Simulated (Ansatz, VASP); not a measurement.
# GaP: VASP beside Ansatz

One calculation is typed for both programs; each brings its own data sets. How far apart do they land? The cell is taken from a series of runs on this material, whose earlier steps may have relaxed, scaled, displaced or heated it; both programs get it as it stands.

Main program and level: Ansatz 0.2.0; plane waves, with VASP 6.6.1 beside it; zone-centre phonons at LDA.

## (1) The structure

It takes space group F-43m (No. 216, cubic). Conventional cell: a = 5.391 Å, b = 5.391 Å, c = 5.391 Å, α = 90.00°, β = 90.00°, γ = 90.00°. P has 4 Ga at 2.33 Å nearest. Nearest to Ga lie 4 P at 2.33 Å. Farther neighbours are not listed.

Coordinates:

```xyz
2
Lattice="0.0000 2.6957 2.6957 2.6957 0.0000 2.6957 2.6957 2.6957 0.0000" Properties=species:S:1:pos:R:3 pbc="T T T"
P     4.0436    4.0436    4.0436
Ga    0.0000    0.0000    0.0000
```

## (2) VASP: zone-centre phonons, LDA

Second derivatives magnify differences that forces hide, and they need a tight electronic threshold.

Lines of VASP's logs that name or quote its potential files are left out, and so is its time.

Input file INCAR:

```
SYSTEM = GaP
PREC = Accurate
ENCUT = 500
EDIFF = 1E-08
NELM = 120
ISMEAR = -1
SIGMA = 0.03
LREAL = .FALSE.
ALGO = Normal
GGA = PW92
NELECT = 18.039178
NBANDS = 15
LORBIT = 11
LWAVE = .FALSE.
LCHARG = .FALSE.
ISIF = 2
IBRION = 8
LASPH = .TRUE.
GGA_COMPAT = .FALSE.
KPAR = 2
```

Input file POSCAR:

```
GaP
1.0
    0.0000000000      2.6957056919      2.6957056919
    2.6957056919      0.0000000000      2.6957056919
    2.6957056919      2.6957056919      0.0000000000
P Ga
1 1
Direct
    0.7500000000      0.7500000000      0.7500000000
    0.0000000000      0.0000000000      0.0000000000
```

Input file KPOINTS:

```
Automatic mesh
0
Gamma
24 24 24
0 0 0
```

PAW data sets: P and Ga_d (LDA family, release 64).

Launch:

```console
$ mpirun -np 2 vasp_std
```

Numbers of over 12 decimals in the logs are rounded to 6 here.

What it wrote:

```text
[banner, memory and clock lines left out]
running    2 mpi-ranks, on    1 nodes
 distrk:  each k-point on    1 cores,    2 groups
 distr:  one band on    1 cores,    1 groups

 POSCAR found type information on POSCAR P Ga
 POSCAR found :  2 types and       2 ions
|                                                                             |
|               ----> ADVICE to this user running VASP <----                  |
|                                                                             |
|     You enforced a specific xc type in the INCAR file but a different       |
|     [... a line on the potential file left out ...]
|     I HOPE YOU KNOW WHAT YOU ARE DOING!                                     |
|                                                                             |

 LDA part: xc-table for (Slater(with rela. corr.)+PW92), standard interpolation
 POSCAR, INCAR and KPOINTS ok, starting setup
 FFT: planning ... GRIDC
 FFT: planning ... GRID_SOFT
 FFT: planning ... GRID
 WAVECAR not read
 entering main loop
       N       E                     dE             d eps       ncg     rms          rms(c)
DAV:   1     0.788361260891E+02    0.78836E+02   -0.90203E+03 12839   0.170E+03
DAV:   2    -0.438238369517E+01   -0.83219E+02   -0.79615E+02 14063   0.314E+02
DAV:   3    -0.104351952230E+02   -0.60528E+01   -0.60289E+01 15330   0.680E+01
DAV:   4    -0.105355946005E+02   -0.10040E+00   -0.10036E+00 15672   0.946E+00
DAV:   5    -0.105375966788E+02   -0.20021E-02   -0.20019E-02 15996   0.116E+00BRMIX: very serious problems
 the old and the new charge density differ
 old charge density:    18.00000 new   18.03918
BRMIX: very serious problems
 the old and the new charge density differ
 old charge density:    18.00000 new   18.03918
    0.450E+00
DAV:   6    -0.102543203969E+02    0.28328E+00   -0.39175E-01 19120   0.111E+01    0.291E+00
DAV:   7    -0.102043103632E+02    0.50010E-01   -0.92966E-02 16423   0.226E+00    0.108E+00
DAV:   8    -0.101995723195E+02    0.47380E-02   -0.12079E-02 16033   0.128E+00    0.203E-01
DAV:   9    -0.101995268248E+02    0.45495E-04   -0.10138E-03 18482   0.422E-01    0.633E-02
DAV:  10    -0.101995248717E+02    0.19531E-05   -0.53244E-05 19518   0.944E-02    0.257E-02
DAV:  11    -0.101995300505E+02   -0.51788E-05   -0.94404E-06 16185   0.488E-02    0.760E-03
DAV:  12    -0.101995298368E+02    0.21374E-06   -0.57034E-07 16396   0.905E-03    0.499E-03
DAV:  13    -0.101995298129E+02    0.23835E-07   -0.20003E-07 16527   0.469E-03    0.853E-04
DAV:  14    -0.101995298123E+02    0.61254E-09   -0.92968E-09 10455   0.123E-03
   1 F= -.10199530E+02 E0= -.10199167E+02  d E =-.724913E-03
 Linear response reoptimize wavefunctions to high precision
DAV:   1    -0.101995298124E+02   -0.12551E-09   -0.19336E-09 13004   0.477E-04
DAV:   2    -0.101995298125E+02   -0.31832E-10   -0.28734E-10  8148   0.164E-04
 Linear response DOF=           2
 Linear response progress:
  Degree of freedom:   1/  2
       N       E                     dE             d eps       ncg     rms          rms(c)
RMM:   1    -0.508643057183E-01   -0.50864E-01    0.63422E-03137458   0.183E+00
RMM:   2    -0.474702238732E-01    0.33941E-02   -0.61464E-03107470   0.546E-01    0.121E-01
RMM:   3    -0.475417183593E-01   -0.71494E-04   -0.53508E-04118736   0.178E-01    0.586E-02
RMM:   4    -0.478232682110E-01   -0.28155E-03   -0.85736E-05115612   0.664E-02    0.116E-02
RMM:   5    -0.478346087697E-01   -0.11341E-04   -0.11322E-05124583   0.227E-02    0.678E-03
RMM:   6    -0.478176059636E-01    0.17003E-04   -0.15112E-06116411   0.805E-03    0.397E-03
RMM:   7    -0.478184273935E-01   -0.82143E-06    0.29031E-07122323   0.312E-03    0.585E-04
RMM:   8    -0.478160206069E-01    0.24068E-05    0.34480E-07118965   0.108E-03    0.179E-04
RMM:   9    -0.478157002377E-01    0.32037E-06    0.34352E-07123222   0.326E-04    0.312E-05
RMM:  10    -0.478158176284E-01   -0.11739E-06    0.33832E-07119166   0.119E-04    0.486E-06
RMM:  11    -0.478158031247E-01    0.14504E-07    0.34449E-07123473   0.488E-05    0.598E-06
RMM:  12    -0.478158110551E-01   -0.79304E-08    0.32244E-07115447   0.248E-05    0.491E-07
RMM:  13    -0.478158119028E-01   -0.84770E-09    0.31176E-07 92746   0.156E-05    0.587E-07
RMM:  14    -0.478158112846E-01    0.61828E-09    0.38795E-07 70250   0.118E-05    0.539E-08
 first order change of Fermi-energy  -0.21548E-04
 force on displaced ion       1 direction 1 :  -9.935  -0.000  -0.000
 Linear response progress:
  Degree of freedom:   2/  2
       N       E                     dE             d eps       ncg     rms          rms(c)
RMM:   1    -0.167145086760E+00   -0.16715E+00    0.12138E-01 74102   0.874E+00
RMM:   2    -0.165076865754E+00    0.20682E-02   -0.26603E-02114166   0.145E+00    0.539E-02
RMM:   3    -0.165523039990E+00   -0.44617E-03   -0.39536E-03119350   0.431E-01    0.407E-02
RMM:   4    -0.165418836549E+00    0.10420E-03   -0.12792E-03125386   0.165E-01    0.143E-02
RMM:   5    -0.165403343188E+00    0.15493E-04   -0.58388E-05124982   0.407E-02    0.510E-03
RMM:   6    -0.165405993262E+00   -0.26501E-05   -0.14823E-05123310   0.144E-02    0.925E-04
RMM:   7    -0.165405065392E+00    0.92787E-06   -0.49829E-06124287   0.578E-03    0.125E-04
RMM:   8    -0.165403815366E+00    0.12500E-05   -0.25490E-06125728   0.241E-03    0.487E-05
RMM:   9    -0.165403511699E+00    0.30367E-06   -0.15761E-06126087   0.102E-03    0.267E-05
RMM:  10    -0.165403291183E+00    0.22052E-06   -0.61479E-07126066   0.457E-04    0.921E-06
RMM:  11    -0.165403303912E+00   -0.12729E-07   -0.43618E-07126702   0.218E-04    0.510E-06
RMM:  12    -0.165403228701E+00    0.75211E-07   -0.20106E-07125088   0.108E-04    0.166E-06
RMM:  13    -0.165403235277E+00   -0.65759E-08   -0.12275E-07126244   0.592E-05    0.100E-06
RMM:  14    -0.165403214464E+00    0.20813E-07   -0.46581E-08122353   0.361E-05    0.408E-07
RMM:  15    -0.165403219362E+00   -0.48982E-08   -0.39374E-08102540   0.255E-05    0.232E-07
 first order change of Fermi-energy   0.58745E-04
 force on displaced ion       2 direction 1 :  -9.942   0.000   0.000
 Linear response finished
```

Parts of OUTCAR (step 2):

```text
NELECT = 18.039178

 ion  position               nearest neighbor table
   1  0.750  0.750  0.750-   2 2.33   2 2.33   2 2.33   2 2.33
   2  0.000  0.000  0.000-   1 2.33   1 2.33   1 2.33   1 2.33

  LATTYP: Found a face centered cubic cell.
 ALAT       =     5.3914113838

 Subroutine GETGRP returns: Found 24 space group operations
 (whereof 24 operations were pure point group operations)

The static configuration has the point symmetry T_d .

 Found    413 irreducible k-points:

   k-points           NKPTS =    413   k-points in BZ     NKDIM =    413   number of bands    NBANDS=     15

   dimension x,y,z NGX =    28 NGY =   28 NGZ =   28
   dimension x,y,z NGXF=    56 NGYF=   56 NGZF=   56

   ENCUT  =  500.0 eV  36.75 Ry    6.06 a.u.   6.95  6.95  6.95*2*pi/ulx,y,z

 k-points in reciprocal lattice and weights: Automatic mesh
   0.00000000  0.00000000  0.00000000       0.000
   0.04166667  0.00000000  0.00000000       0.001
   0.08333333  0.00000000  0.00000000       0.001
   0.12500000  0.00000000  0.00000000       0.001
   0.16666667  0.00000000  0.00000000       0.001
   0.20833333  0.00000000  0.00000000       0.001
   0.25000000  0.00000000  0.00000000       0.001
   0.29166667  0.00000000  0.00000000       0.001
   0.33333333  0.00000000  0.00000000       0.001
[...]
-0.29166667  0.50000000  0.20833333       0.001
  -0.25000000  0.50000000  0.25000000       0.000

 average (electrostatic) potential at core
       1 -84.3269       2 -66.2779

  Total        0.3699000      0.3699000      0.3699000      0.0000000      0.0000000     -0.0000000
  in kB       15.1268167     15.1268167     15.1268167      0.0000000      0.0000000     -0.0000000
  external PRESSURE =      15.1268167 kB  Pullay stress =       0.0000000 kB

  energy-cutoff  :      500.00
  volume of cell :       39.18
      direct lattice vectors                 reciprocal lattice vectors
     0.000000000  2.695705692  2.695705692    -0.185480189  0.185480189  0.185480189
     2.695705692  0.000000000  2.695705692     0.185480189 -0.185480189  0.185480189
     2.695705692  2.695705692  0.000000000     0.185480189  0.185480189 -0.185480189

 POSITION                                       TOTAL-FORCE (eV/Angst)
 -----------------------------------------------------------------------------------
      4.04356      4.04356      4.04356        -0.000000     -0.000000     -0.000000
      0.00000      0.00000      0.00000         0.000000      0.000000      0.000000
 -----------------------------------------------------------------------------------
    total drift:                               -0.000000     -0.000000     -0.000000

 Eigenvectors and eigenvalues of the dynamical matrix
 ----------------------------------------------------

   1 f  =   10.641397 THz    66.861869 2PiTHz  354.958794 cm-1    44.009262 meV
             X         Y         Z           dx          dy          dz
      4.043559  4.043559  4.043559    -0.162721   -0.815950    0.000000
      0.000000  0.000000  0.000000     0.108495    0.544037   -0.000000

   2 f  =   10.641397 THz    66.861869 2PiTHz  354.958794 cm-1    44.009262 meV
             X         Y         Z           dx          dy          dz
      4.043559  4.043559  4.043559     0.000000    0.000000    0.832017
      0.000000  0.000000  0.000000     0.000000   -0.000000   -0.554750

   3 f  =   10.641397 THz    66.861869 2PiTHz  354.958794 cm-1    44.009262 meV
             X         Y         Z           dx          dy          dz
      4.043559  4.043559  4.043559    -0.815950    0.162721   -0.000000
      0.000000  0.000000  0.000000     0.544037   -0.108495   -0.000000

   4 f/i=    0.001742 THz     0.010943 2PiTHz    0.058096 cm-1     0.007203 meV
             X         Y         Z           dx          dy          dz
      4.043559  4.043559  4.043559    -0.012166    0.328914   -0.446559
      0.000000  0.000000  0.000000    -0.018247    0.493308   -0.669752

   5 f/i=    0.001742 THz     0.010943 2PiTHz    0.058096 cm-1     0.007203 meV
             X         Y         Z           dx          dy          dz
      4.043559  4.043559  4.043559     0.437793   -0.268525   -0.209711
      0.000000  0.000000  0.000000     0.656605   -0.402736   -0.314525

   6 f/i=    0.001742 THz     0.010943 2PiTHz    0.058096 cm-1     0.007203 meV
             X         Y         Z           dx          dy          dz
      4.043559  4.043559  4.043559     0.340494    0.357011    0.253681
      0.000000  0.000000  0.000000     0.510676    0.535447    0.380473

 ELASTIC MODULI CONTR FROM IONIC RELAXATION (kBar)
 Direction    XX          YY          ZZ          XY          YZ          ZX
 --------------------------------------------------------------------------------
 XX          -0.0000     -0.0000     -0.0000      0.0000      0.0000     -0.0000
 YY          -0.0000     -0.0000     -0.0000      0.0000      0.0000      0.0000
 ZZ          -0.0000     -0.0000     -0.0000      0.0000      0.0000     -0.0000
 XY           0.0000      0.0000      0.0000   -327.1884     -0.0000      0.0000
 YZ           0.0000      0.0000      0.0000     -0.0000   -327.1884      0.0000
 ZX          -0.0000      0.0000     -0.0000      0.0000      0.0000   -327.1884
 --------------------------------------------------------------------------------
```

The cell is charged against a uniform background. Energies printed during the response cycles are not total energies of the cell.

## (3) Ansatz: zone-centre phonons, LDA

Ansatz runs on its PAW soft_1 files.

The same cell, functional (in two slightly different forms), mesh and smearing now go to Ansatz, which takes its cutoff from its data sets.

Input file input.yaml:

```yaml
crystal:
  lattice:
    - [0.0, 2.6957056919, 2.6957056919]
    - [2.6957056919, 0.0, 2.6957056919]
    - [2.6957056919, 2.6957056919, 0.0]
  atoms:
    - { symbol: P, position: [0.75, 0.75, 0.75] }
    - { symbol: Ga, position: [0.0, 0.0, 0.0] }
total_charge: -0.039178
kpoints:
  mp_grid: { grid: [24, 24, 24] }
hamiltonian:
  xc: lda
  pseudopotentials: { kind: paw, azcp: { folder: soft_1 }, xc_functional: pbe }
scf:
  occupations: { method: fermi_dirac, width: 0.03 }
output:
  eigenvalues: true
phonons:
  method: dfpt
```

Launch:

```console
$ ansatz run input.yaml --threads 8 --pin off --max-ram 16384MiB --backend cpu --events-out ev --progress --plain --runs-dir out
```

What it wrote:

```text
zone centre: on kpoints.mp_grid the ground state, and the responses unless they are solved on pairs of k-points, stand on 1063 of the mesh's 13824 k-points, reduced under 8 symmetry operations, with k and −k counted as one. Each operation leaves every solved displacement unchanged or reverses it
Engine: ansatz 0.2.0, aarch64-unknown-linux-gnu
Pseudopotentials: kind: paw
Pseudopotential: P, paw, valence charge 5, recommended cutoff 420 eV (normal), soft_1/P.paw.azcp
Pseudopotential: Ga, paw, valence charge 13, recommended cutoff 420 eV (normal), soft_1/Ga.paw.azcp
Functional definition: SPW92
  exchange = slater_x
  correlation = pw_c
Crystal: 2 atoms, lattice volume = 39.178 Å³
Basis set: ecut = 420 eV, 749 PW (Γ), exchange–correlation on 54×54×54 points (8 copies of the dense FFT grid, shifted against one another)
Bands: 14, of which v1, the nominal top of the filled ones, is band 9 counted from 1 (8 counted from 0)
Symmetry: 24 space group operations
k-points: 1063 of 13824 (irreducible under 8 space group operations, time reversal used)
Non-local potential: P, projectors of the file, l = 0: 2, l = 1: 2, l = 2: 1
Non-local potential: Ga, projectors of the file, l = 0: 2, l = 1: 2, l = 2: 3, l = 3: 1
PAW form: soft (Blöchl's): semilocal exchange-correlation on the pseudo side does not see the compensation charge
PAW frozen core: P, regenerated for the run's functional, and the local potential with it (the file was generated under x = pbe(κ = 0.804, μ = 0.219515), c = pbe(β = 0.066725))
PAW frozen core: Ga, regenerated for the run's functional, and the local potential with it (the file was generated under x = pbe(κ = 0.804, μ = 0.219515), c = pbe(β = 0.066725))
PAW one-centre angular grid: P, 110 points (default); XC on 64 Gauss nodes
PAW one-centre angular grid: Ga, 590 points (default); XC on 64 Gauss nodes
Initial density: superposition of atomic densities (chi_scale 0.1, normalization cell, long waves kept (reshape's long-wave potential 0.00 eV rms))
Initial wavefunctions: pseudopotential atomic-orbital guess
Functional: x = slater, c = lda
SCF iter   1: F=—  HF=-4433.609115 eV  |F-HF|=—  |Δ(HF+E_count)|=         —  Δρ=4.21e-2  dr2=6.45e-1  ethr=3.10e-3  ⟨swp⟩=6.5  Hψ=101588  notcnv=0
preconditioner: auto → Kerker (q_TF=auto, 2.397 Å⁻¹)  [metal: Δε(μ)=0.008 eV  Ē_g=16.136 eV  σ=0.030 eV  W_gap=0.07  n_scr=14 (ndim 8)  ℏωp=25.2 eV  f_vac=0.000  D(μ)=0.34/eV (n_scr^D=0)]
SCF iter   2: F=—  HF=-4433.488465 eV  |F-HF|=—  |Δ(HF+E_count)|=   1.21e-1  Δρ=2.65e-2  dr2=2.38e-1  ethr=3.10e-3  ⟨swp⟩=2.0  Hψ=27898  notcnv=0  defer=663
SCF iter   3: F=—  HF=-4433.447765 eV  |F-HF|=—  |Δ(HF+E_count)|=   4.07e-2  Δρ=6.83e-3  dr2=1.95e-2  ethr=1.32e-3  ⟨swp⟩=2.0  Hψ=28135  notcnv=0  defer=663
SCF iter   4: F=—  HF=-4433.430435 eV  |F-HF|=—  |Δ(HF+E_count)|=   1.73e-2  Δρ=3.02e-3  dr2=5.96e-3  ethr=1.08e-4  ⟨swp⟩=2.6  Hψ=29172  notcnv=0  defer=663
SCF iter   5: F=—  HF=-4433.429423 eV  |F-HF|=—  |Δ(HF+E_count)|=   1.01e-3  Δρ=1.18e-3  dr2=5.38e-4  ethr=3.31e-5  ⟨swp⟩=2.9  Hψ=27973  notcnv=0  defer=663
SCF iter   6: F=—  HF=-4433.429560 eV  |F-HF|=—  |Δ(HF+E_count)|=   1.37e-4  Δρ=2.55e-4  dr2=2.14e-5  ethr=2.98e-6  ⟨swp⟩=2.1  Hψ=23990  notcnv=0  defer=663
SCF iter   7: F=—  HF=-4433.429562 eV  |F-HF|=—  |Δ(HF+E_count)|=   1.85e-6  Δρ=3.94e-5  dr2=2.92e-7  ethr=1.19e-7  ⟨swp⟩=2.7  Hψ=24604  notcnv=0  defer=663
SCF iter   8: F=—  HF=-4433.429562 eV  |F-HF|=—  |Δ(HF+E_count)|=   3.23e-7  Δρ=1.02e-5  dr2=2.43e-8  ethr=1.62e-9  ⟨swp⟩=2.0  Hψ=24453  notcnv=0  defer=663
SCF iter   9: F=—  HF=-4433.429562 eV  |F-HF|=—  |Δ(HF+E_count)|=   1.56e-8  Δρ=1.40e-6  dr2=1.12e-9  ethr=1.35e-10  ⟨swp⟩=2.8  Hψ=24124  notcnv=0  defer=663
SCF iter  10: F=—  HF=-4433.429562 eV  |F-HF|=—  |Δ(HF+E_count)|=  3.12e-10  Δρ=4.31e-7  dr2=1.33e-10  ethr=6.22e-12  ⟨swp⟩=1.1  Hψ=14337  notcnv=0  defer=663
SCF iter  11: F=-4433.429562 eV  HF=-4433.429562 eV  |F-HF|=2.73e-12  |Δ(HF+E_count)|=  1.64e-11  Δρ=5.96e-8  dr2=9.69e-13  ethr=1.00e-12  ⟨swp⟩=9.0  Hψ=91073  notcnv=0
SCF 1 converged in 11 iterations: F = -4433.429562 eV  dr2 = 9.69e-13
  greatest PAW one-centre occupation: 0.994 electrons in one spin orbital (limit 2), on the Ga atom at site 1 (counted from 0), in its partial waves of l = 2
DFPT response loops at Γ: preconditioner auto → Kerker (q_TF=auto, 2.397 Å⁻¹) (partly filled bands, converged f_vac=0.001); β = 1.00, the filter's whole step (`scf.mixing.beta` (0.50) is not read by the response loops under this deck's `scf.mixing.preconditioner`; to damp them name `kerker` or `kerker_dos`, under which they read `scf.mixing.beta`, and type it under 1.00, their step now; both keys bind the ground state too); Broyden in place of MSR1
SCF converged after 11 iterations
Free energy (F): -4433.429562 eV
Harris-Foulkes:  -4433.429562 eV  (|F-HF|=2.73e-12)
Internal energy: -4433.428832 eV  (E = F + TS)
E sigma→0 (E₀):  -4433.429197 eV
Entropy (-TS):   -0.000730 eV (-0.365 meV/atom)
Fermi energy:    8.853374 eV
--- Per-component energies (eV) ---
  E_band       = -58.440327
  E_kinetic    = 182.563811
  E_local      = -1658.468185  (includes V_loc(G=0)·N_el)
  E_nonlocal   = -57.234208
  E_hartree    = 1006.301490
  E_xc         = -136.320295
  E_vxc        = -119.065277  (∫ρ·V_xc dr)
  E_paw        = -2445.085868  (= ΣΔE_a)
  E_vpaw       = -418.839269  (= ΣTr[D̂ρ^β])
  E_aug_tail   = -0.000182  (compensation charges beyond the density's cutoff)
  E_ewald      = -1327.031227
  E_core_change = 1.845833  (= ΣΔE_core)
  E_smearing   = -0.000730  (= −TS)
  E_closure    = -0.000000  (closes the sum)
  E_deformation_potential = -0.545240  (in the stress; not in F)
  Σ components = -4433.429562   (vs F -4433.429562, Δ=0.00e0)
--- Band table (eV; the first three rows and the last of 1063) ---
  k-point 0: bands = [... 5 lower, -5.5380, 7.2312, 7.2312, 7.2312, 9.1108, 11.0078, 11.0078, 11.0078, ... 1 higher]
  k-point 1: bands = [... 5 lower, -5.5143, 6.9391, 7.1999, 7.1999, 9.3030, 11.0454, 11.0551, 11.0551, ... 1 higher]
  k-point 2: bands = [... 5 lower, -5.4434, 6.3014, 7.1124, 7.1124, 9.5891, 11.1869, 11.1869, 11.2270, ... 1 higher]
  k-point 1062: bands = [... 5 lower, -2.2758, 0.4489, 3.4503, 3.5934, 11.8229, 12.1364, 13.2216, 13.2857, ... 1 higher]
--- Phonons (Γ-DFPT): 2 representative perturbations + reference, on 1063 of 13824 k-points (Σ response iterations 6) ---
  k mesh reduced under 8 symmetry operations, with k and −k counted as one. Each operation leaves every solved displacement unchanged or reverses it
  ASR residual: 2.453e-5 → 0.000e0 eV/Å²; symmetrization residual: 8.278e-7 eV/Å²
  ASR residual per site (eV/Å²): 2.45e-5 1.63e-5
  Γ frequencies (cm⁻¹): 0.00 0.00 0.00 355.30 355.30 355.30
  non-analytic LO–TO correction: not included (Born effective charges unavailable; polar crystals: no LO–TO splitting at Γ)
```

## (4) Side by side

Known differences besides the potentials themselves: the cutoff is 420 eV in Ansatz and 500 eV in VASP; VASP's log shows a relativistic correction to its local exchange, Ansatz's none. Total energies have different zeros and are not compared.

Both answers:

```csv
quantity,Ansatz,VASP,difference
optical mode 1 to 3 (cm⁻¹),355.3,355.0,+0.10 %
```

Modes are paired by rising frequency, not by their patterns, so a pair may set unlike modes beside each other; they are those without the splitting of longitudinal modes. The cell carries a charge of -0.039178 e against a uniform background, so its pressure also hangs on how the neutralising background is counted, and in a defect's cell a gap may be the spacing between its levels.

## (5) Summary of results

```
r.m.s. difference of the optical zone-centre modes, each program's sorted by frequency (zone-centre phonons, LDA) : 0.34 cm⁻¹
```

The r.m.s. difference of the optical zone-centre modes, each program's sorted by frequency is 0.34 cm⁻¹ (zone-centre phonons, LDA). How closely two codes agree says nothing of how well the functional describes the real material.

[Lines on the potential files, build, host, timing and source positions are cut from VASP's logs without a mark.]

[Logs are printed without paths, hosts, clocks, repeated set-up lines and the standing remarks that a program may print on its own settings, such as how far it seeks lower states.]

[Hosts, paths, dates, database ids (printed as entryN), source tags and the programs' standing remarks are cut or masked in the printed files.]
